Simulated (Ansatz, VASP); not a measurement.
# SnO (Romarchite): VASP beside Ansatz

Wanted: the spread between two codes on one cell, functional and k mesh. The cell is taken from a series of runs on this material, whose earlier steps may have relaxed, scaled, displaced or heated it; both programs get it as it stands.

Program: Ansatz 0.2.0. Level of theory: plane waves, with VASP 6.6.1 beside it; zone-centre phonons at PBE with D3(BJ). Results are calculated unless marked as measured.

## Step 1: Starting point

It takes space group P4/nmm (No. 129, tetragonal). The conventional cell has a = 3.861 Å, b = 3.861 Å, c = 4.983 Å, α = 90.00°, β = 90.00°, γ = 90.00°. Nearest to O lie 4 Sn at 2.25 Å. Nearest to Sn lie 4 O at 2.25 Å. Farther neighbours and most contacts between anions are not listed.

## Step 2: Ansatz: zone-centre phonons, PBE with D3(BJ)

Ansatz runs on its PAW soft_1 files.

Second derivatives magnify differences that forces hide, and they need a tight electronic threshold.

The input, input.yaml:

```yaml
crystal:
  lattice:
    - [3.8605079329, 0.0, 0.0]
    - [0.0, 3.8605079329, 0.0]
    - [0.0, 0.0, 4.983465042]
  atoms:
    - { symbol: O, position: [0.0, 0.0, 0.0] }
    - { symbol: O, position: [0.5, 0.5, 0.0] }
    - { symbol: Sn, position: [0.5, 0.0, 0.2326137305] }
    - { symbol: Sn, position: [0.0, 0.5, 0.7673862695] }
kpoints:
  mp_grid: { grid: [12, 12, 10] }
hamiltonian:
  xc: pbe
  dispersion: d3bj
  pseudopotentials: { kind: paw, azcp: { folder: soft_1 } }
scf:
  occupations: { method: fixed }
output:
  eigenvalues: true
phonons:
  method: dfpt
```

Launch:

```console
$ ansatz run input.yaml --threads 8 --pin off --max-ram 16384MiB --backend cpu --events-out ev --progress --plain --runs-dir out
```

Numbers of over 12 decimals in the logs are rounded to 6 here.

The program printed:

```text
zone centre: on kpoints.mp_grid the ground state, and the responses unless they are solved on pairs of k-points, stand on 294 of the mesh's 1440 k-points, reduced under 4 symmetry operations, with k and −k counted as one. Each operation leaves every solved displacement unchanged or reverses it
Engine: ansatz 0.2.0, aarch64-unknown-linux-gnu
Pseudopotentials: kind: paw
Pseudopotential: O, paw, valence charge 6, recommended cutoff 420 eV (normal), soft_1/O.paw.azcp
Pseudopotential: Sn, paw, valence charge 14, recommended cutoff 420 eV (normal), soft_1/Sn.paw.azcp
Functional definition: PBE
  parameter kappa = 0.804
  parameter beta = 0.066725
  exchange = pbe_x(kappa = kappa, mu = beta*pi^2/3)
  correlation = pbe_c(beta = beta)
Crystal: 4 atoms, lattice volume = 74.271 Å³
Basis set: ecut = 420 eV, 1489 PW (Γ), exchange–correlation on 60×60×72 points (8 copies of the dense FFT grid, shifted against one another)
Bands: 24, of which v1, the nominal top of the filled ones, is band 20 counted from 1 (19 counted from 0)
Symmetry: 16 space group operations
k-points: 294 of 1440 (irreducible under 4 space group operations, time reversal used)
Non-local potential: O, projectors of the file, l = 0: 2, l = 1: 2, l = 2: 1
Non-local potential: Sn, projectors of the file, l = 0: 2, l = 1: 2, l = 2: 2, l = 3: 1
PAW form: soft (Blöchl's): semilocal exchange-correlation on the pseudo side does not see the compensation charge
PAW one-centre angular grid: O, 110 points (default); XC on 64 Gauss nodes
PAW one-centre angular grid: Sn, 590 points (default); XC on 64 Gauss nodes
Initial density: superposition of atomic densities (chi_scale 0.1, normalization cell, long waves kept (reshape's long-wave potential 0.19 eV rms))
Initial wavefunctions: pseudopotential atomic-orbital guess
Functional: x = pbe(κ = 0.804, μ = 0.219515), c = pbe(β = 0.066725)
SCF iter   1: F=—  HF=-13184.977024 eV  |F-HF|=—  |Δ(HF+E_count)|=         —  Δρ=4.69e-2  dr2=2.14e0  ethr=3.10e-3  ⟨swp⟩=4.8  Hψ=28687  notcnv=0  defer=549
preconditioner: auto → Resta (q_TF=auto, 2.461 Å⁻¹)  ε∞=3.2  [insulator: Δε(μ)=0.045 eV  Ē_g=18.239 eV  n_scr=18 (ndim 8)  ℏωp=27.3 eV  f_vac=0.000  ε∞_Penn≈3.2]
SCF iter   2: F=—  HF=-13184.517794 eV  |F-HF|=—  |Δ(HF+E_count)|=   4.59e-1  Δρ=2.29e-2  dr2=4.59e-1  ethr=3.10e-3  ⟨swp⟩=3.1  Hψ=17236  notcnv=0  defer=564
SCF iter   3: F=—  HF=-13184.469908 eV  |F-HF|=—  |Δ(HF+E_count)|=   4.79e-2  Δρ=1.52e-2  dr2=1.38e-1  ethr=1.15e-3  ⟨swp⟩=2.8  Hψ=13050  notcnv=0  defer=554
SCF iter   4: F=—  HF=-13184.455413 eV  |F-HF|=—  |Δ(HF+E_count)|=   1.45e-2  Δρ=4.13e-3  dr2=1.21e-2  ethr=3.45e-4  ⟨swp⟩=2.3  Hψ=10796  notcnv=0  defer=575
SCF iter   5: F=—  HF=-13184.458404 eV  |F-HF|=—  |Δ(HF+E_count)|=   2.99e-3  Δρ=7.20e-4  dr2=4.91e-4  ethr=3.02e-5  ⟨swp⟩=2.7  Hψ=13467  notcnv=0  defer=584
SCF iter   6: F=—  HF=-13184.458969 eV  |F-HF|=—  |Δ(HF+E_count)|=   5.64e-4  Δρ=2.44e-4  dr2=5.40e-5  ethr=1.23e-6  ⟨swp⟩=2.8  Hψ=12931  notcnv=0  defer=584
SCF iter   7: F=—  HF=-13184.459064 eV  |F-HF|=—  |Δ(HF+E_count)|=   9.52e-5  Δρ=5.79e-5  dr2=2.80e-6  ethr=1.35e-7  ⟨swp⟩=2.2  Hψ=12533  notcnv=0  defer=396
SCF iter   8: F=—  HF=-13184.459071 eV  |F-HF|=—  |Δ(HF+E_count)|=   7.06e-6  Δρ=1.93e-5  dr2=2.88e-7  ethr=7.00e-9  ⟨swp⟩=2.5  Hψ=12936  notcnv=0
SCF iter   9: F=—  HF=-13184.459071 eV  |F-HF|=—  |Δ(HF+E_count)|=   2.39e-7  Δρ=4.05e-6  dr2=1.32e-8  ethr=7.21e-10  ⟨swp⟩=2.0  Hψ=12768  notcnv=0
SCF iter  10: F=—  HF=-13184.459071 eV  |F-HF|=—  |Δ(HF+E_count)|=   7.44e-9  Δρ=6.62e-7  dr2=2.48e-10  ethr=3.31e-11  ⟨swp⟩=2.1  Hψ=12335  notcnv=0
SCF iter  11: F=-13184.459071 eV  HF=-13184.459071 eV  |F-HF|=3.64e-12  |Δ(HF+E_count)|=  2.40e-10  Δρ=1.07e-7  dr2=7.72e-12  ethr=1.00e-12  ⟨swp⟩=9.3  Hψ=44327  notcnv=0
SCF 1 converged in 11 iterations: F = -13184.459071 eV  dr2 = 7.72e-12
  greatest PAW one-centre occupation: 0.993 electrons in one spin orbital (limit 2), on the Sn atom at site 3 (counted from 0), in its partial waves of l = 2
DFPT response loops at Γ: preconditioner auto → Resta (q_TF=auto, 2.461 Å⁻¹)  ε∞=12.9 (no band partly filled); β = 1.00, the filter's whole step (`scf.mixing.beta` (0.50) is not read by the response loops at its default; to damp them type it under 1.00, their step now; it binds the ground state too); Broyden in place of MSR1
SCF converged after 11 iterations
Free energy (F): -13184.459071 eV
Harris-Foulkes:  -13184.459071 eV  (|F-HF|=3.64e-12)
Internal energy: -13184.459071 eV  (E = F + TS)
E sigma→0 (E₀):  -13184.459071 eV
Fermi energy:    9.080017 eV
--- Per-component energies (eV) ---
  E_band       = -211.451286
  E_kinetic    = 670.658651
  E_local      = -3130.671753  (includes V_loc(G=0)·N_el)
  E_nonlocal   = 394.876393
  E_hartree    = 1463.886573
  E_xc         = -394.255160
  E_vxc        = -342.130441  (∫ρ·V_xc dr)
  E_paw        = -9063.333135  (= ΣΔE_a)
  E_vpaw       = -731.959321  (= ΣTr[D̂ρ^β])
  E_aug_tail   = 0.002084  (compensation charges beyond the density's cutoff)
  E_ewald      = -3124.737504
  E_disp       = -0.885221  (pairwise vdW)
  E_smearing   = -0.000000  (= −TS)
  E_closure    = 0.000000  (closes the sum)
  Σ components = -13184.459071   (vs F -13184.459071, Δ=0.00e0)
--- Band table (eV; the first three rows and the last of 294) ---
  k-point 0: bands = [... 16 lower, 5.8788, 6.1579, 6.1579, 9.0788, 11.0748, 13.3169, 13.8762, 13.8762]
  k-point 1: bands = [... 16 lower, 5.8731, 6.1568, 6.1568, 8.9828, 10.9820, 13.3660, 13.5157, 13.5157]
  k-point 2: bands = [... 16 lower, 5.8586, 6.1532, 6.1532, 8.6666, 10.8354, 13.0098, 13.0098, 13.3511]
  k-point 293: bands = [... 16 lower, 6.6105, 6.6105, 6.7994, 6.7994, 11.5952, 11.5952, 12.9397, 12.9397]
--- Phonons (Γ-DFPT): 4 representative perturbations + reference, on 294 of 1440 k-points (Σ response iterations 14) ---
  k mesh reduced under 4 symmetry operations, with k and −k counted as one. Each operation leaves every solved displacement unchanged or reverses it
  ASR residual: 2.646e-5 → 0.000e0 eV/Å²; symmetrization residual: 2.012e-6 eV/Å²
  pairwise dispersion correction: d3bj (s6 = 1.0, s8 = 0.7875, a1 = 0.4289, a2_bohr = 4.4407), with the weights of each atom's references fixed at the reference crystal's, and the forces and stress that the weights' published response gives there kept as a pressure on the atom's counted neighbours (hamiltonian.dispersion)
  ASR residual per site (eV/Å²): 2.21e-5 2.21e-5 2.65e-5 2.65e-5
  Γ frequencies (cm⁻¹): 0.00 0.00 0.00 105.88 105.88 201.83 243.59 243.59 329.38 366.38 434.33 434.33
  non-analytic LO–TO correction: not included (Born effective charges unavailable; polar crystals: no LO–TO splitting at Γ)
```

(Continued in part 2 of 2.)

[Lines on the potential files, build, host, timing and source positions are cut from VASP's logs without a mark.]

[Logs are printed without paths, hosts, clocks, repeated set-up lines and the standing remarks that a program may print on its own settings, such as how far it seeks lower states.]

[Hosts, paths, dates, database ids (printed as entryN), source tags and the programs' standing remarks are cut or masked in the printed files.]
